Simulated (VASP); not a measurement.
These are r2SCAN meta-GGA, VASP's PBE PAW potentials (set 64) (plane waves; VASP 6.6.1) values and carry that method's errors.

VASP input:

**POSCAR**
```
NiSi2
2.6949410
  0.0000000000   1.0000000888   1.0000000888
  1.0000000888   0.0000000000   1.0000000888
  1.0000000888   1.0000000888   0.0000000000
Si Ni
2 1
direct
  0.2500000000   0.2500000000   0.2500000000
  0.7500000000   0.7500000000   0.7500000000
  0.0000000000   0.0000000000   0.0000000000
```

### KPOINTS_OPT
```
k-points along high-symmetry lines
10
Line-mode
Reciprocal
  0.000000   0.000000   0.000000 ! GAMMA
  0.500000   0.000000   0.500000 ! X

  0.500000   0.000000   0.500000 ! X
  0.625000   0.250000   0.625000 ! U

  0.375000   0.375000   0.750000 ! K
  0.000000   0.000000   0.000000 ! GAMMA

  0.000000   0.000000   0.000000 ! GAMMA
  0.500000   0.500000   0.500000 ! L

  0.500000   0.500000   0.500000 ! L
  0.500000   0.250000   0.750000 ! W

  0.500000   0.250000   0.750000 ! W
  0.500000   0.000000   0.500000 ! X
```

**INCAR**
```
! general
SYSTEM  = NiSi2
PREC    = Accurate
ENCUT   = 520
LREAL   = F   ! projection in real space or not
LASPH   = T   ! aspherical one-centre terms

! electronic loop
EDIFF   = 1E-7
NELM    = 100   ! most electronic steps
ALGO    = Normal
LMAXMIX = 4   ! l cut-off of mixed one-centre charges
LMIXTAU = T

! smearing
ISMEAR  = -5   ! tetrahedra, Bloechl

! functional
METAGGA = R2SCAN

! ions
ISIF    = 2   ! forces and stress, cell fixed

! output
LWAVE   = F
LCHARG  = F
LORBIT  = 11   ! lm-projected
NEDOS   = 601   ! DOS grid

! other
LEFG    = T
```

File KPOINTS:
```
Automatic mesh
0
Gamma
11 11 11
0 0 0
```

POTCAR, in this order: Si Ni (PBE.64 set). Program: vasp_std.

Output of the run:

OSZICAR:
```
       N       E                     dE             d eps       ncg     rms          rms(c)
DAV:   1     0.604615211873E+02    0.60462E+02   -0.83677E+03  1456   0.148E+03
DAV:   2    -0.300695051916E+02   -0.90531E+02   -0.85474E+02  1491   0.263E+02
DAV:   3    -0.344699797786E+02   -0.44005E+01   -0.43161E+01  1926   0.661E+01
DAV:   4    -0.345500999095E+02   -0.80120E-01   -0.80067E-01  1712   0.829E+00
DAV:   5    -0.345523500396E+02   -0.22501E-02   -0.22523E-02  1915   0.149E+00    0.164E+01
DAV:   6    -0.362446238162E+02   -0.16923E+01   -0.50321E+01  1602   0.181E+02    0.237E+01
DAV:   7    -0.306188373109E+02    0.56258E+01   -0.13375E+01  1744   0.110E+02    0.472E+00
DAV:   8    -0.305671602329E+02    0.51677E-01   -0.21694E+00  2142   0.279E+01    0.358E+00
DAV:   9    -0.305149310399E+02    0.52229E-01   -0.23830E-01  1809   0.111E+01    0.582E-01
DAV:  10    -0.305361999103E+02   -0.21269E-01   -0.28944E-02  1942   0.299E+00    0.498E-01
DAV:  11    -0.305283295909E+02    0.78703E-02   -0.40129E-02  1827   0.521E+00    0.637E-01
DAV:  12    -0.305340928551E+02   -0.57633E-02   -0.20316E-02  1722   0.368E+00    0.481E-02
DAV:  13    -0.305340353117E+02    0.57543E-04   -0.52117E-04  1696   0.406E-01    0.207E-02
DAV:  14    -0.305340421833E+02   -0.68716E-05   -0.16481E-05  2146   0.466E-02    0.143E-02
DAV:  15    -0.305340359630E+02    0.62202E-05   -0.53778E-06  1816   0.410E-02    0.123E-02
DAV:  16    -0.305340344089E+02    0.15541E-05   -0.71666E-06  1710   0.447E-02    0.278E-03
DAV:  17    -0.305340350560E+02   -0.64709E-06   -0.17879E-07  1461   0.387E-03    0.268E-03
DAV:  18    -0.305340358841E+02   -0.82807E-06   -0.75530E-09   893   0.139E-03    0.277E-03
DAV:  19    -0.305340413520E+02   -0.54679E-05   -0.22002E-07  1401   0.843E-03    0.641E-04
DAV:  20    -0.305340397524E+02    0.15996E-05   -0.19643E-08   848   0.262E-03    0.702E-04
DAV:  21    -0.305340402060E+02   -0.45362E-06   -0.32653E-09   828   0.700E-04    0.609E-04
DAV:  22    -0.305340398131E+02    0.39297E-06   -0.17113E-09   828   0.408E-04    0.543E-04
DAV:  23    -0.305340406722E+02   -0.85911E-06   -0.49657E-09   823   0.192E-03    0.189E-04
DAV:  24    -0.305340408325E+02   -0.16035E-06   -0.14853E-09   803   0.568E-04    0.779E-05
DAV:  25    -0.305340408482E+02   -0.15638E-07   -0.43894E-10   818   0.349E-04
   1 F= -.30534041E+02 E0= -.30534041E+02  d E =0.000000E+00
       N       E                     dE             ncg
       N       E                     dE             ncg
```

### OUTCAR
```
------------------------ aborting loop because EDIFF is reached ----------------------------------------
  FORCE on cell =-STRESS in cart. coord.  units (eV):
  Direction    XX          YY          ZZ          XY          YZ          ZX
  --------------------------------------------------------------------------------------
  Total       -0.1917115     -0.1917115     -0.1917115      0.0000000     -0.0000000      0.0000000
  in kB       -7.8465896     -7.8465896     -7.8465896      0.0000000     -0.0000000      0.0000000
  external PRESSURE =      -7.8465896 kB  Pullay stress =       0.0000000 kB
  volume of cell :       39.15
      direct lattice vectors                 reciprocal lattice vectors
     0.000000000  2.694941239  2.694941239    -0.185532802  0.185532802  0.185532802
     2.694941239  0.000000000  2.694941239     0.185532802 -0.185532802  0.185532802
     2.694941239  2.694941239  0.000000000     0.185532802  0.185532802 -0.185532802
 POSITION                                       TOTAL-FORCE (eV/Angst)
 -----------------------------------------------------------------------------------
      1.34747      1.34747      1.34747        -0.000000      0.000000     -0.000000
      4.04241      4.04241      4.04241         0.000000     -0.000000      0.000000
      0.00000      0.00000      0.00000         0.000000     -0.000000      0.000000
 -----------------------------------------------------------------------------------
    total drift:                               -0.000000     -0.000000      0.000000
  FREE ENERGIE OF THE ION-ELECTRON SYSTEM (eV)
  ---------------------------------------------------
  free  energy   TOTEN  =       -30.5340408482 eV

  energy  without entropy=      -30.5340408482  energy(sigma->0) =      -30.53404085

 total charge

# of ion       s       p       d       tot
------------------------------------------
    1        0.722   0.869   0.000   1.590
    2        0.722   0.869   0.000   1.590
    3        0.580   0.864   8.455   9.899
--------------------------------------------------
tot          2.024   2.601   8.455  13.080
```
(Selected blocks of OUTCAR.)

For a metal the tetrahedron method with Blöchl corrections gives inexact stress and forces.

The compound is NiSi2 in the fluorite structure. It was relaxed first. The run is not spin-polarised, so no magnetic state was tried.
